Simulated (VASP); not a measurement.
VASP input:

KPOINTS:
```
Automatic mesh
0
Gamma
7 7 7
0 0 0
```

INCAR:
```
# general
SYSTEM  =  CaS
PREC    =  Accurate
ENCUT   =  400
LREAL   =  .FALSE.
LASPH   =  .TRUE.

# electronic loop
EDIFF   =  1E-6
NELM    =  100
ALGO    =  Normal

# smearing
ISMEAR  =  0
SIGMA   =  0.05

# ions
IBRION  =  2
NSW     =  60
ISIF    =  3
EDIFFG  =  -0.01

# output
LWAVE   =  .FALSE.
LCHARG  =  .FALSE.
```

### POSCAR
```
CaS
1
   -0.0000000000     2.7856074991     2.7856074991
    2.7856074991     0.0000000000     2.7856074991
    2.7856074991     2.7856074991     0.0000000000
Ca S
1 1
Direct
  0.0000000000   0.0000000000   0.0000000000
  0.5000000000   0.5000000000   0.5000000000
```

POTCAR, in this order: Ca_sv S (LDA.64 set). Program: vasp_std.

**Question.** Translate this LDA calculation to Quantum ESPRESSO's pw.x.

**Answer.** One equivalent input (not run):
```
&CONTROL
  calculation = 'vc-relax'
  pseudo_dir = './pseudo'
  outdir = './out'
  tprnfor = .true.
  tstress = .true.
  nstep = 60
  forc_conv_thr = 0.00039
/
&SYSTEM
  ibrav = 0
  nat = 2
  ntyp = 2
  ecutwfc = 72
  occupations = 'smearing'
  smearing = 'gaussian'
  degauss = 0.003675
  input_dft = 'pz'
/
&ELECTRONS
  conv_thr = 7.3e-08
  electron_maxstep = 100
/
&IONS
/
&CELL
/
ATOMIC_SPECIES
  Ca 40.078 Ca.upf
  S 32.060 S.upf
CELL_PARAMETERS angstrom
    -0.0000000    2.7856075    2.7856075
     2.7856075    0.0000000    2.7856075
     2.7856075    2.7856075    0.0000000
ATOMIC_POSITIONS crystal
  Ca   0.0000000  0.0000000  0.0000000
  S    0.5000000  0.5000000  0.5000000
K_POINTS automatic
  7 7 7 0 0 0
```
Limits of the translation: the potentials are each code's own (VASP's PAW set, PseudoDojo norm-conserving files in pw.x), so ENCUT and ecutwfc are chosen apart and not converted; conv_thr bounds pw.x's estimated SCF error, while EDIFF bounds the energy change between steps; forc_conv_thr acts on force components and is met together with etot_conv_thr.

The compound is CaS in the rock salt structure. It was relaxed first, which changed the volume by -6 %. The start is the result of an earlier pass.
